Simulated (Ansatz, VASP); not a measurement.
This is a calculation of CaB2 for VASP 6.6.1. The cell comes from a database or a generator and needn't be the stable form of this composition.

The input INCAR:

```
SYSTEM = CaB2
ALGO = Normal
EDIFF = 1E-6
EDIFFG = -0.01
ENCUT = 600
IBRION = 2
ISIF = 3
ISMEAR = -1
IVDW = 12
LASPH = .True.
LCHARG = .False.
LMIXTAU = .True.
LREAL = .False.
LWAVE = .False.
METAGGA = R2SCAN
NELM = 60
NSW = 40
PREC = Accurate
SIGMA = 0.05
VDW_A1 = 0.49484001
VDW_A2 = 5.73083694
VDW_S6 = 1.0
VDW_S8 = 0.78981345
```

Contents of KPOINTS:

```
k-points
0
Gamma
  9 9 7
  0 0 0
```

Contents of POSCAR:

```
CaB2
1.0
    3.2264302843      0.0000000000      0.0000000000
   -1.6132151421      2.7941705897      0.0000000000
    0.0000000000      0.0000000000      4.0673920000
Ca B
1 2
Direct
    0.0000000000      0.0000000000      0.0000000000
    0.6666666667      0.3333333333      0.5000000000
    0.3333333333      0.6666666667      0.5000000000
```

Potentials or basis: VASP PAW PBE potentials, release 64 (Ca_sv, B).

Launch:

```bash
$ cat potpaw_PBE.64/Ca_sv/POTCAR potpaw_PBE.64/B/POTCAR > POTCAR
$ mpirun -np 1 vasp_std > vasp.out
```

Problem. Set up the same calculation for Ansatz 0.2.0. Potentials or basis there: Ansatz PAW, cutoff 500 eV.

Solution. As run (cutoffs and basis follow the program's own potentials, and thresholds, step limits or extra output files can differ):

Contents of input.yaml:

```yaml
crystal:
  lattice:
    - [3.2264302843, 0.0, 0.0]
    - [-1.6132151421, 2.7941705897, 0.0]
    - [0.0, 0.0, 4.067392]
  atoms:
    - { symbol: Ca, position: [0.0, 0.0, 0.0] }
    - { symbol: B, position: [0.6666666667, 0.3333333333, 0.5] }
    - { symbol: B, position: [0.3333333333, 0.6666666667, 0.5] }
hamiltonian:
  xc: r2scan
  pseudopotentials: { kind: paw }
  dispersion: d3bj
kpoints:
  mp_grid: { grid: [9, 9, 7] }
scf:
  occupations: { method: fermi_dirac, width: 0.05 }
output:
  forces: true
  stress: true
  eigenvalues: true
relax:
  f_tol: 0.01
  max_steps: 40
  cell: { stress_tol: 0.05 }
```

Potentials or basis: Ansatz PAW.

Launch:

```sh
$ ansatz run input.yaml --threads 2 --pin off --max-ram 5632MiB --backend cpu --events-out ev --progress --plain --runs-dir out
```

Both were run:

|  | VASP | Ansatz |
| --- | --- | --- |
| Relaxed volume | 12.07 Å³/atom | 12.02 Å³/atom |
| Relaxed cell | a = 3.209 Å, b = 3.209 Å, c = 4.062 Å, α = 90.00°, β = 90.00°, γ = 120.00° | a = 3.206 Å, b = 3.206 Å, c = 4.052 Å, α = 90.00°, β = 90.00°, γ = 120.00° |
| Space group after relaxing | P6/mmm (No. 191) | P6/mmm (No. 191) |
| Pressure after relaxing | 0.0 GPa | 0.0 GPa |

Ansatz's pressure holds a Pulay term of +0.02 GPa for its cutoff of 500 eV, which the other run lacks.

VASP's potentials were made for PBE. Ansatz's potentials were made for PBE.

Where Ansatz's input types no cutoff or centring, it takes its own default and a Γ-centred mesh.

Pressure is positive in compression.
